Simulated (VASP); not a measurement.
An input for Quantum ESPRESSO's pw.x (written as the equivalent of a VASP run, and not itself run):

```
&CONTROL
  calculation = 'vc-relax'
  pseudo_dir = './pseudo'
  outdir = './out'
  tprnfor = .true.
  tstress = .true.
  nstep = 60
  forc_conv_thr = 0.00078
/
&SYSTEM
  ibrav = 0
  nat = 3
  ntyp = 2
  ecutwfc = 84
  occupations = 'smearing'
  smearing = 'gaussian'
  degauss = 0.003675
  input_dft = 'pw91'
/
&ELECTRONS
  conv_thr = 7.3e-08
  electron_maxstep = 100
/
&IONS
/
&CELL
/
ATOMIC_SPECIES
  Pt 195.084 Pt.upf
  S 32.060 S.upf
CELL_PARAMETERS angstrom
     1.7902610   -3.1008231   -0.0000000
     1.7902610    3.1008231   -0.0000000
     0.0000000   -0.0000000    6.5432545
ATOMIC_POSITIONS crystal
  Pt   0.0000000  0.0000000  0.0000000
  S    0.3333330  0.6666670  0.1879341
  S    0.6666670  0.3333330  0.8120659
K_POINTS automatic
  7 7 3 0 0 0
```

Task: Translate this input to VASP (INCAR, KPOINTS, POSCAR, choice of POTCAR).

Result: One answer among several that fit: 
**KPOINTS**
```
Automatic mesh
0
Gamma
7 7 3
0 0 0
```

POSCAR:
```
PtS2
1
    1.7902610134    -3.1008231068    -0.0000000000
    1.7902610134     3.1008231068    -0.0000000000
    0.0000000000    -0.0000000000     6.5432545388
Pt S
1 2
Direct
  0.0000000000   0.0000000000   0.0000000000
  0.3333330000   0.6666670000   0.1879340982
  0.6666670000   0.3333330000   0.8120659018
```

INCAR:
```
LMAXMIX  =  6
LREAL  =  .False.   ! projection in real space or not
PREC  =  Accurate
EDIFF  =  1E-6   ! SCF stop (eV)
LWAVE  =  .False.
EDIFFG  =  -0.02   ! ionic stop
ENCUT  =  520
ALGO  =  Normal
ISIF  =  3
LASPH  =  .True.
ISMEAR  =  0   ! Gaussian
SYSTEM  =  PtS2
GGA  =  91   ! PW91
SIGMA  =  0.05   ! width (eV)
IBRION  =  2
NSW  =  60   ! most ionic steps
LCHARG  =  .False.
NELM  =  100
```

POTCAR, in this order: Pt S (PBE.64 set). Program: vasp_std.

Limits of the translation: the potentials are each code's own (VASP's PAW set, PseudoDojo norm-conserving files in pw.x), so ENCUT and ecutwfc are chosen apart and not converted; conv_thr bounds pw.x's estimated SCF error, while EDIFF bounds the energy change between steps; forc_conv_thr acts on force components and is met together with etot_conv_thr.

The compound is PtS2 in the 1T layered structure. It was relaxed first, which changed the volume by +33 %. The start is the result of an earlier pass.
